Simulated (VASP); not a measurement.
The system is WSe2.

```
CELL_PARAMETERS angstrom
3.29000 0.00000 0.00000
-1.64500 2.84922 0.00000
0.00000 0.00000 12.97000
ATOMIC_POSITIONS crystal
W 0.33333 0.66667 0.25000
W 0.66667 0.33333 0.75000
Se 0.33333 0.66667 0.62100
Se 0.66667 0.33333 0.12100
Se 0.33333 0.66667 0.87900
Se 0.66667 0.33333 0.37900
```

- Program: VASP 6.6.1
- Task: relaxation of cell and atoms
- Functional: PBE
- Potentials or basis: VASP PAW PBE potentials, release 64 (W_sv, Se)
- Cutoff: 600 eV
- k mesh: 9 × 9 × 2
- Occupations: gaussian, width 0.03 eV
- Spin: no spin polarisation

At the start: pressure 4.0 GPa; volume 20.26 Å³/atom.

How do energy, volume and symmetry change on relaxing?

Over 49 steps the energy falls by 20.7 meV/atom and the volume is 23.76 Å³/atom (+17.3 %); space group P6_3/mmc (No. 194, to 0.05 Å).

Step by step:
```tsv
step	energy change (eV)	largest force (eV/Å)	pressure (GPa)	volume (Å³)
1	0.0000	0.2173	4.05	121.58
3	-0.0397	0.2803	0.17	124.68
5	-0.0607	0.0470	-0.16	127.61
7	-0.0886	0.0001	0.27	129.33
9	-0.1121	0.1591	-0.42	134.24
11	-0.1140	0.1013	-0.22	134.37
13	-0.1147	0.0361	-0.79	138.21
15	-0.1180	0.0116	-0.09	136.47
17	-0.1192	0.0297	0.13	136.63
19	-0.1208	0.0624	-0.09	137.58
21	-0.1213	0.0400	-0.07	137.81
23	-0.1215	0.0114	-0.12	138.79
25	-0.1219	0.0149	0.09	138.36
27	-0.1221	0.0242	0.17	138.45
29	-0.1228	0.0073	0.17	139.13
31	-0.1228	0.0283	0.16	139.61
33	-0.1229	0.0170	0.17	139.35
35	-0.1233	0.0460	-0.09	140.02
37	-0.1233	0.0531	-0.14	140.19
39	-0.1238	0.0002	-0.04	140.85
41	-0.1238	0.0057	-0.02	140.92
43	-0.1241	0.0156	0.08	141.32
45	-0.1243	0.0261	0.17	142.02
47	-0.1245	0.0222	-0.07	142.96
49	-0.1245	0.0011	0.01	142.55
```

Final structure:
```
W Se
1.0
     3.32227    0.00000    0.00000
    -1.66114    2.87717    0.00000
     0.00000    0.00000   14.91354
W Se
2 4
Direct
  0.33333 0.66667 0.25000
  0.66667 0.33333 0.75000
  0.33333 0.66667 0.63733
  0.66667 0.33333 0.13733
  0.33333 0.66667 0.86267
  0.66667 0.33333 0.36267
```

Caveat: the volume moved by over 15 % at a fixed basis, so the end points are rough; this functional lacks dispersion, which binds the layers, so the pressure and a relaxed spacing across them are unreliable, and here the layers came unbound; the volume moved by +17 % from the deposited cell, more than functionals usually miss.
